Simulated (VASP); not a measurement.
Here is the system:

```xyz
3
Lattice="2.1041 -3.6445 0.0000 2.1041 3.6445 0.0000 0.0000 0.0000 7.5570" Properties=species:S:1:pos:R:3 pbc="T T T"
Mg     0.0000     0.0000     0.0000
I      2.1041     1.2148     1.6698
I      2.1041    -1.2148     5.8872
```

These are PBE GGA, VASP's PBE PAW potentials (set 64) (plane waves; VASP) values and carry that method's errors. Run with 400 eV cut-off, 7×7×4 Γ-centred mesh, tetrahedra with Blöchl corrections, potentials Mg I.

The cores are frozen, which limits the accuracy of field gradients. Without a dispersion term in the relaxation, distances and binding between the weakly bound layers, chains or molecules are unreliable, and so is what depends on them.

**Question.** Give the principal components of the electric field gradient (V/Å²) and the asymmetry η at each nucleus.

**Answer.** 
| atom | Vxx | Vyy | Vzz | η |
|---|---|---|---|---|
| Mg1 | -0.2 | -0.2 | 0.4 | - |
| I2 | 27.5 | 27.5 | -55.0 | 0.00 |
| I3 | 27.5 | 27.5 | -55.0 | 0.00 |

The compound is MgI2 in the 1T layered structure. It was relaxed first, which changed the volume by +13 %.
